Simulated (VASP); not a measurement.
Data:

```yaml
crystal:
  lattice:
    - [2.18315, -3.78133, 0.00000]
    - [2.18315, 3.78133, 0.00000]
    - [0.00000, 0.00000, 4.98584]
  atoms:
    - { symbol: Se, position: [0.00000, 0.21755, 0.66667] }
    - { symbol: Se, position: [0.78245, 0.78245, 0.00000] }
    - { symbol: Se, position: [0.21755, 0.00000, 0.33333] }
```

Calculation: r2SCAN meta-GGA, VASP's PBE PAW potentials (set 64) (plane waves; VASP). Settings: 480 eV cut-off, 6×6×4 Γ-centred mesh, Gaussian smearing of 0.050 eV, potentials Se.

Which forces act on the atoms, in eV/Å?

```tsv
atom	Fx	Fy	Fz
Se1	0.304	0.526	0.000
Se2	-0.607	0.000	0.000
Se3	0.304	-0.526	0.000
```

Give the stress tensor in GPa (positive for a compressed cell).

```
2.57  0.00  0.00
0.00  2.57  0.00
0.00  0.00  3.52
```
The pressure is its mean diagonal, 2.89 GPa.

The compound is Se in the trig structure. This cell was strained or had an atom moved on purpose.
